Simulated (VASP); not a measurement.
# Nb2SnSe (P-6m2) in VASP: notebook

Runs on Nb2SnSe. Level: PBE. Tasks: equation of state.

Everything below comes from runs of VASP 6.6.1. Logs are shortened: lines on timing, memory, paths and dates and some standing lists are left out, and cuts for length are marked.

### 1 The structure

The structure is hexagonal, space group P-6m2 (No. 187). The conventional cell has a = 3.383 Å, b = 3.383 Å, c = 7.780 Å, α = 90.00°, β = 90.00°, γ = 120.00°. Around Nb (site symmetry 3m) lie 3 Se at 2.62 Å and 3 Sn at 2.90 Å. Around Sn (site symmetry -6m2) lie 6 Nb at 2.90 Å. Se (site symmetry -6m2) has 6 Nb at 2.62 Å as nearest neighbours.

The cell was built by a generator and needn't be a form met in nature.

### 2 Equation of state, PBE, 19.28 Å³/atom

INCAR reads:

```
SYSTEM = Nb2SnSe
ALGO = Normal ; EDIFF = 1E-6
EDIFFG = -0.02 ; ENCUT = 520
GGA = PE ; IBRION = 2
ISIF = 4 ; ISMEAR = 0
KPAR = 4 ; LASPH = .TRUE.
LCHARG = .FALSE. ; LREAL = .FALSE.
LWAVE = .FALSE. ; NELM = 100
NSW = 30 ; PREC = Accurate
SIGMA = 0.1
```

KPOINTS reads:

```
k-points
0
G
  12 12 6
  0 0 0
```

POSCAR reads:

```
Nb2SnSe
1.0
    3.3831750000      0.0000000000      0.0000000000
   -1.6915880000      2.9299160000      0.0000000000
    0.0000000000      0.0000000000      7.7798200000
Nb Sn Se
2 1 1
Direct
    0.6666670000      0.3333330000      0.7250750000
    0.6666670000      0.3333330000      0.2749250000
    0.0000000000      0.0000000000      0.0000000000
    0.3333330000      0.6666670000      0.5000000000
```

Potentials or basis: VASP PAW PBE potentials, release 64 (Nb_sv, Sn_d, Se).

On the command line:

```
> cat potpaw_PBE.64/Nb_sv/POTCAR potpaw_PBE.64/Sn_d/POTCAR potpaw_PBE.64/Se/POTCAR > POTCAR
> mpirun -np 4 vasp_std > vasp.out
```

OUTCAR:

```text
SYSTEM = Nb2SnSe
   EDIFF = 1E-6
   EDIFFG = -0.02
   ENCUT = 520
   GGA = PE
   IBRION = 2
   ISIF = 4
   ISMEAR = 0
   LASPH = .TRUE.
   LREAL = .FALSE.
   NELM = 100
   NSW = 30
   PREC = Accurate

 ion  position               nearest neighbor table
   1  0.667  0.333  0.725-   4 2.62   4 2.62   4 2.62   3 2.90   3 2.90   3 2.90
   2  0.667  0.333  0.275-   4 2.62   4 2.62   4 2.62   3 2.90   3 2.90   3 2.90
   3  0.000  0.000  0.000-   1 2.90   2 2.90   1 2.90   2 2.90   1 2.90   2 2.90
   4  0.333  0.667  0.500-   1 2.62   2 2.62   1 2.62   2 2.62   1 2.62   2 2.62

  LATTYP: Found a hexagonal cell.
 ALAT       =     3.3831750000
 C/A-ratio  =     2.2995618022

  Lattice vectors:

 A1 = (   3.3831750000,   0.0000000000,   0.0000000000)
 A2 = (  -1.6915880000,   2.9299160000,   0.0000000000)
 A3 = (   0.0000000000,   0.0000000000,   7.7798200000)

Analysis of symmetry for initial positions (statically):
=====================================================================
 Subroutine PRICEL returns:
 Original cell was already a primitive cell.

 Routine SETGRP: Setting up the symmetry group for a
 hexagonal supercell.

 Subroutine GETGRP returns: Found 12 space group operations
 (whereof 12 operations were pure point group operations)
 out of a pool of 24 trial point group operations.

The static configuration has the point symmetry D_3h.

Analysis of symmetry for dynamics (positions and initial velocities):
=====================================================================
 Subroutine PRICEL returns:
 Original cell was already a primitive cell.

 Routine SETGRP: Setting up the symmetry group for a
 hexagonal supercell.

 Subroutine GETGRP returns: Found 12 space group operations
 (whereof 12 operations were pure point group operations)
 out of a pool of 24 trial point group operations.

The dynamic configuration has the point symmetry D_3h.

 Subroutine INISYM returns: Found 12 space group operations
 (whereof 12 operations are pure point group operations),
 and found     1 'primitive' translations

----------------------------------------------------------------------------------------

                                     Primitive cell

  volume of cell :      77.1168

  direct lattice vectors                    reciprocal lattice vectors
     3.383175000  0.000000000  0.000000000     0.295580335  0.170653407  0.000000000
    -1.691588000  2.929916000  0.000000000     0.000000000  0.341306713  0.000000000
     0.000000000  0.000000000  7.779820000     0.000000000  0.000000000  0.128537678

  length of vectors
     3.383175000  3.383175687  7.779820000     0.341306783  0.341306713  0.128537678

  position of ions in fractional coordinates (direct lattice)
     0.666667000  0.333333000  0.725075000
     0.666667000  0.333333000  0.274925000
     0.000000000  0.000000000  0.000000000
     0.333333000  0.666667000  0.500000000

  ion indices of the primitive-cell ions
   primitive index   ion index
                 1           1
                 2           2
                 3           3
                 4           4

----------------------------------------------------------------------------------------

 KPOINTS: k-points

Automatic generation of k-mesh.
 Grid dimensions read from file:
 generate k-points for:   12   12    6

 Generating k-lattice:

  Cartesian coordinates                     Fractional coordinates (reciprocal lattice)
     0.024631695  0.014221117  0.000000000     0.083333333 -0.000000000  0.000000000
     0.000000000  0.028442226  0.000000000     0.000000000  0.083333333  0.000000000
     0.000000000  0.000000000  0.021422946     0.000000000  0.000000000  0.166666667

  Length of vectors
     0.028442232  0.028442226  0.021422946

  Shift w.r.t. Gamma in fractional coordinates (k-lattice)
     0.000000000  0.000000000  0.000000000

 Subroutine IBZKPT returns following result:
 ===========================================

 Found     76 irreducible k-points:

 Following reciprocal coordinates:
            Coordinates               Weight
  0.000000  0.000000  0.000000      1.000000
  0.083333  0.000000  0.000000      6.000000
  0.166667  0.000000  0.000000      6.000000
  0.250000  0.000000  0.000000      6.000000
  0.333333  0.000000  0.000000      6.000000
  0.416667  0.000000  0.000000      6.000000
[... 16 lines left out ...]
  0.250000  0.000000  0.166667     12.000000
  0.333333  0.000000  0.166667     12.000000
 [... further k-points ...]
   k-points           NKPTS =     76   k-points in BZ     NKDIM =     76   number of bands    NBANDS=     27
   number of dos      NEDOS =    301   number of ions     NIONS =      4
   total plane-waves  NPLWV =  47040
   dimension x,y,z NGX =    28 NGY =   28 NGZ =   60
   dimension x,y,z NGXF=    56 NGYF=   56 NGZF=  120
   ions per type =               2   1   1
   NGX,Y,Z   is equivalent  to a cutoff of  13.76, 13.76, 12.82 a.u.
   NGXF,Y,Z  is equivalent  to a cutoff of  27.52, 27.52, 25.64 a.u.
 SYSTEM =  Nb2SnSe
   PREC   = accura    normal or accurate (medium, high low for compatibility)
   ISTART =      0    job   : 0-new  1-cont  2-samecut
   ICHARG =      2    charge: 1-file 2-atom 10-const
   ISPIN  =      1    spin polarized calculation?
   LNONCOLLINEAR =      F non collinear calculations
   LSORBIT =      F    spin-orbit coupling
   LASPH  =      T    aspherical Exc in radial PAW
   ENCUT  =  520.0 eV  38.22 Ry    6.18 a.u.   6.29  6.29 14.47*2*pi/ulx,y,z
   NELM   =    100;   NELMIN=  2; NELMDL= -5     # of ELM steps
   EDIFF  = 0.1E-05   stopping-criterion for ELM
   LREAL  =      F    real-space projection
   EDIFFG = -.2E-01   stopping-criterion for IOM
   NSW    =     30    number of steps for IOM
   IBRION =      2    ionic relax: 0-MD 1-quasi-New 2-CG
   NFREE  =      1    steps in history (QN), initial steepest desc. (CG)
   ISIF   =      4    stress and relaxation
   ISYM   =      2    0-nonsym 1-usesym 2-fastsym
   POTIM  = 0.5000    time-step for ionic-motion
   TEBEG  =    0.0;   TEEND  =   0.0 temperature during run
   PSTRESS=    0.0 pullay stress
   NELECT =      46.0000    total number of electrons
   NUPDOWN=      -1.0000    fix difference up-down
   EMIN   =  10.00;   EMAX   =-10.00  energy-range for DOS
   EFERMI =   0.00;   METHOD = LEGACY
   ISMEAR =     0;   SIGMA  =   0.10  broadening in eV -4-tet -1-fermi 0-gaus
   EFERMI_NEDOS =   21; number of points for ismear=-14 and -15
   IALGO  =     38    algorithm
   IMIX   =      4    mixing-type and parameters
     AMIX     =   0.40;   BMIX     =  1.00
     AMIX_MAG =   1.60;   BMIX_MAG =  1.00
  volume/ion in A,a.u.               =      19.28       130.10
  Fermi-wavevector in a.u.,A,eV,Ry     =   1.378090  2.604213 25.839276  1.899133
  Thomas-Fermi vector in A             =   2.503184
   LORBIT       =      0    0 simple, 1 ext, 2 COOP (PROOUT), +10 PAW based schemes
   GGA     = PE    functional components
   LHFCALC =     F    Hartree Fock is set to
   AEXX    =    0.0000 exact exchange contribution
   IVDW    =     0    specifies the selected vdW correction
   LEPSILON=     F    determine dielectric tensor
   LRPA    =     F    only Hartree local field effects (RPA)
 conjugate gradient relaxation of ions
 non-spin polarized calculation
 Gauss-broadening in eV      SIGMA  =   0.10
  energy-cutoff  :      520.00
  volume of cell :       77.12
 maximum number of plane-waves:      2105
 NGX is ok and might be reduce to    28
   NGX = 13   NGY = 13   NGZ = 29

 number of electron      45.9999989 magnetization

 Free energy of the ion-electron system (eV)
  ---------------------------------------------------
  ext. energy  EPLUGINS =         0.00000000
  ---------------------------------------------------
  free energy    TOTEN  =       -28.98590024 eV

  energy without entropy =      -28.96709833  energy(sigma->0) =      -28.97649928

 E-fermi :  10.4066     XC(G=0): -11.7495

 val. band max:       10.3981686288   @ k =   0.0833   0.0000   0.1667
 cond. band min:      10.4098046557   @ k =   0.0000   0.0000   0.0000
 fundamental gap:      0.0116360270
 Fermi energy:        10.4066362859

 k-point     1 :       0.0000    0.0000    0.0000
  band No.  band energies     occupation
      1     -44.8640      2.00000
      2     -44.8579      2.00000
      3     -21.1614      2.00000
      4     -21.0358      2.00000
      5     -20.7699      2.00000
      6     -20.7699      2.00000
[... 19 lines left out ...]
     26      11.4820      0.00000
     27      11.4858      0.00000

 k-point     2 :       0.0833    0.0000    0.0000
  band No.  band energies     occupation
      1     -44.8621      2.00000
      2     -44.8561      2.00000
      3     -21.1566      2.00000
      4     -21.0329      2.00000
      5     -20.7910      2.00000
      6     -20.7812      2.00000
[... 19 lines left out ...]
     26      11.4628      0.00000
     27      11.7565      0.00000

 k-point     3 :       0.1667    0.0000    0.0000
  band No.  band energies     occupation
      1     -44.8569      2.00000
      2     -44.8510      2.00000
      3     -21.1435      2.00000
      4     -21.0250      2.00000
      5     -20.8482      2.00000
      6     -20.8353      2.00000
[... 19 lines left out ...]
     26      11.3751      0.00000
     27      11.9477      0.00000

 k-point     4 :       0.2500    0.0000    0.0000
  band No.  band energies     occupation
      1     -44.8498      2.00000
      2     -44.8441      2.00000
      3     -21.1255      2.00000
      4     -21.0142      2.00000
      5     -20.9253      2.00000
      6     -20.9084      2.00000
[... 19 lines left out ...]
     26      11.4132      0.00000
     27      11.7539      0.00000
[... 516 lines left out ...]
      4     -21.0278      2.00000
      5     -20.8480      2.00000
      6     -20.8355      2.00000
[... 19 lines left out ...]
     26      11.2932      0.00000
     27      12.0148      0.00000

 k-point    23 :       0.2500    0.0000    0.1667
  band No.  band energies     occupation
      1     -44.8497      2.00000
      2     -44.8442      2.00000
      3     -21.1232      2.00000
      4     -21.0166      2.00000
      5     -20.9249      2.00000
      6     -20.9088      2.00000
[... 19 lines left out ...]
     26      11.3600      0.00000
     27      11.9380      0.00000

 k-point    24 :       0.3333    0.0000    0.1667
  band No.  band energies     occupation
      1     -44.8427      2.00000
      2     -44.8372      2.00000
      3     -21.1057      2.00000
      4     -21.0062      2.00000
      5     -21.0003      2.00000
      6     -20.9805      2.00000
[... 19 lines left out ...]
     26      11.9176      0.00000
     27      12.1973      0.00000

 [... further k-points ...]
[... 5 lines left out ...]
  --------------------------------------------------------------------------------------
  -------------------------------------------------------------------------------------
  Total       -0.0103240     -0.0103240      0.0687858      0.0000000      0.0000000     -0.0000000
  in kB       -0.2144919     -0.2144920      1.4290926      0.0000000      0.0000000     -0.0000000
  external PRESSURE =       0.3333696 kB  Pullay stress =       0.0000000 kB

 VOLUME and BASIS-vectors are now :
 -----------------------------------------------------------------------------
  energy-cutoff  :      520.00
  volume of cell :       77.12
      direct lattice vectors                 reciprocal lattice vectors
     3.383175000  0.000000000  0.000000000     0.295580335  0.170653407  0.000000000
    -1.691588000  2.929916000  0.000000000     0.000000000  0.341306713  0.000000000
     0.000000000  0.000000000  7.779820000     0.000000000  0.000000000  0.128537678

 POSITION                                       TOTAL-FORCE (eV/Angst)
 -----------------------------------------------------------------------------------
      1.69159      0.97664      5.64095         0.000000     -0.000000     -0.011446
      1.69159      0.97664      2.13887         0.000000     -0.000000      0.011446
      0.00000      0.00000      0.00000        -0.000000      0.000000      0.000000
     -0.00000      1.95328      3.88991        -0.000000      0.000000      0.000000
 -----------------------------------------------------------------------------------
    total drift:                               -0.005898      0.003394      0.000000

  FREE ENERGIE OF THE ION-ELECTRON SYSTEM (eV)
  ---------------------------------------------------
  free  energy   TOTEN  =       -28.9859002404 eV

  energy  without entropy=      -28.9670983265  energy(sigma->0) =      -28.97649928

 reached required accuracy - stopping structural energy minimisation
```

It took 25 s on 4 MPI ranks of Intel Xeon 6975P-C (Granite Rapids), shared host; peak memory 0.32 GiB.

What came out:

```
Free energy            : -28.9859 eV
Pressure               : 0.0 GPa
Largest force          : 0.011 eV/Å
Band gap on the k mesh : none (metal or under the smearing width)
```

### 3 Equation of state, PBE, 18.70 Å³/atom (volume scaled by 0.97)

INCAR is that of step 2.

KPOINTS is that of step 2.

POSCAR reads:

```
Nb2SnSe
1.0
    3.3489991786      0.0000000000      0.0000000000
   -1.6745000842      2.9003188653      0.0000000000
    0.0000000000      0.0000000000      7.7012305865
Nb Sn Se
2 1 1
Direct
    0.6666670000      0.3333330000      0.7250750000
    0.6666670000      0.3333330000      0.2749250000
    0.0000000000      0.0000000000      0.0000000000
    0.3333330000      0.6666670000      0.5000000000
```

Potentials or basis: VASP PAW PBE potentials, release 64 (Nb_sv, Sn_d, Se).

On the command line:

```
> cat potpaw_PBE.64/Nb_sv/POTCAR potpaw_PBE.64/Sn_d/POTCAR potpaw_PBE.64/Se/POTCAR > POTCAR
> mpirun -np 4 vasp_std > vasp.out
```

Run time: 78 s. Hardware: 4 MPI ranks of Intel Xeon 6975P-C (Granite Rapids), shared host; peak memory 0.31 GiB.

The run converged. Its results:

```
Free energy            : -28.9575 eV
Pressure               : 3.8 GPa
Largest force          : 0.011 eV/Å
Band gap on the k mesh : none (metal or under the smearing width)
```

### 4 Equation of state, PBE, 19.86 Å³/atom (volume scaled by 1.03)

INCAR is that of step 3.

KPOINTS is that of step 3.

POSCAR reads:

```
Nb2SnSe
1.0
    3.4166739608      0.0000000000      0.0000000000
   -1.7083374853      2.9589269560      0.0000000000
    0.0000000000      0.0000000000      7.8568529306
Nb Sn Se
2 1 1
Direct
    0.6666670000      0.3333330000      0.7250750000
    0.6666670000      0.3333330000      0.2749250000
    0.0000000000      0.0000000000      0.0000000000
    0.3333330000      0.6666670000      0.5000000000
```

On the command line:

```
> cat potpaw_PBE.64/Nb_sv/POTCAR potpaw_PBE.64/Sn_d/POTCAR potpaw_PBE.64/Se/POTCAR > POTCAR
> mpirun -np 4 vasp_std > vasp.out
```

It took 55 s on 4 MPI ranks of Intel Xeon 6975P-C (Granite Rapids), shared host; peak memory 0.33 GiB.

It converged, with:

```
Free energy            : -28.9607 eV
Pressure               : -3.6 GPa
Largest force          : 0.020 eV/Å
Band gap on the k mesh : none (metal or under the smearing width)
```

### 5 Equation of state, PBE, 18.12 Å³/atom (volume scaled by 0.94)

INCAR is that of step 4.

KPOINTS is that of step 4.

POSCAR reads:

```
Nb2SnSe
1.0
    3.3141112334      0.0000000000      0.0000000000
   -1.6570561065      2.8701050133      0.0000000000
    0.0000000000      0.0000000000      7.6210036003
Nb Sn Se
2 1 1
Direct
    0.6666670000      0.3333330000      0.7250750000
    0.6666670000      0.3333330000      0.2749250000
    0.0000000000      0.0000000000      0.0000000000
    0.3333330000      0.6666670000      0.5000000000
```

On the command line:

```
> cat potpaw_PBE.64/Nb_sv/POTCAR potpaw_PBE.64/Sn_d/POTCAR potpaw_PBE.64/Se/POTCAR > POTCAR
> mpirun -np 4 vasp_std > vasp.out
```

It took 2.3 min on 4 MPI ranks of Intel Xeon 6975P-C (Granite Rapids), shared host; peak memory 0.31 GiB.

It converged, with:

```
Free energy            : -28.8782 eV
Pressure               : 8.0 GPa
Largest force          : 0.013 eV/Å
Band gap on the k mesh : none (metal or under the smearing width)
```

### 6 Equation of state, PBE, 20.44 Å³/atom (volume scaled by 1.06)

INCAR is that of step 5.

KPOINTS is that of step 5.

POSCAR reads:

```
Nb2SnSe
1.0
    3.4495286105      0.0000000000      0.0000000000
   -1.7247648151      2.9873799222      0.0000000000
    0.0000000000      0.0000000000      7.9324042281
Nb Sn Se
2 1 1
Direct
    0.6666670000      0.3333330000      0.7250750000
    0.6666670000      0.3333330000      0.2749250000
    0.0000000000      0.0000000000      0.0000000000
    0.3333330000      0.6666670000      0.5000000000
```

Potentials or basis: VASP PAW PBE potentials, release 64 (Nb_sv, Sn_d, Se).

On the command line:

```
> cat potpaw_PBE.64/Nb_sv/POTCAR potpaw_PBE.64/Sn_d/POTCAR potpaw_PBE.64/Se/POTCAR > POTCAR
> mpirun -np 4 vasp_std > vasp.out
```

It took 73 s on 4 MPI ranks of Intel Xeon 6975P-C (Granite Rapids), shared host; peak memory 0.33 GiB.

Results (log left out):

- Free energy: -28.8880 eV
- Pressure: -6.6 GPa
- Largest force: 0.015 eV/Å
- Band gap on the k mesh: none (metal or under the smearing width)

### 7 Equation of state, PBE, 17.54 Å³/atom (volume scaled by 0.91)

INCAR is that of step 6.

KPOINTS is that of step 6.

POSCAR reads:

```
Nb2SnSe
1.0
    3.2784728666      0.0000000000      0.0000000000
   -1.6392369178      2.8392412771      0.0000000000
    0.0000000000      0.0000000000      7.5390509735
Nb Sn Se
2 1 1
Direct
    0.6666670000      0.3333330000      0.7250750000
    0.6666670000      0.3333330000      0.2749250000
    0.0000000000      0.0000000000      0.0000000000
    0.3333330000      0.6666670000      0.5000000000
```

On the command line:

```
> cat potpaw_PBE.64/Nb_sv/POTCAR potpaw_PBE.64/Sn_d/POTCAR potpaw_PBE.64/Se/POTCAR > POTCAR
> mpirun -np 4 vasp_std > vasp.out
```

It took 80 s on 4 MPI ranks of Intel Xeon 6975P-C (Granite Rapids), shared host; peak memory 0.28 GiB.

It converged, with:

```yaml
Free_energy: -28.7214 eV
Pressure: 13.7 GPa
Band_gap_on_the_k_mesh: none (metal or under the smearing width)
```

### 8 Equation of state, PBE, 21.01 Å³/atom (volume scaled by 1.09)

INCAR is that of step 7.

KPOINTS is that of step 7.

POSCAR reads:

```
Nb2SnSe
1.0
    3.4817690643      0.0000000000      0.0000000000
   -1.7408850467      3.0153009791      0.0000000000
    0.0000000000      0.0000000000      8.0065431443
Nb Sn Se
2 1 1
Direct
    0.6666670000      0.3333330000      0.7250750000
    0.6666670000      0.3333330000      0.2749250000
    0.0000000000      0.0000000000      0.0000000000
    0.3333330000      0.6666670000      0.5000000000
```

On the command line:

```
> cat potpaw_PBE.64/Nb_sv/POTCAR potpaw_PBE.64/Sn_d/POTCAR potpaw_PBE.64/Se/POTCAR > POTCAR
> mpirun -np 4 vasp_std > vasp.out
```

Run time: 66 s. Hardware: 4 MPI ranks of Intel Xeon 6975P-C (Granite Rapids), shared host; peak memory 0.33 GiB.

The run converged. Its results:

```
Free energy            : -28.7744 eV
Pressure               : -9.2 GPa
Largest force          : 0.015 eV/Å
Band gap on the k mesh : none (metal or under the smearing width)
```
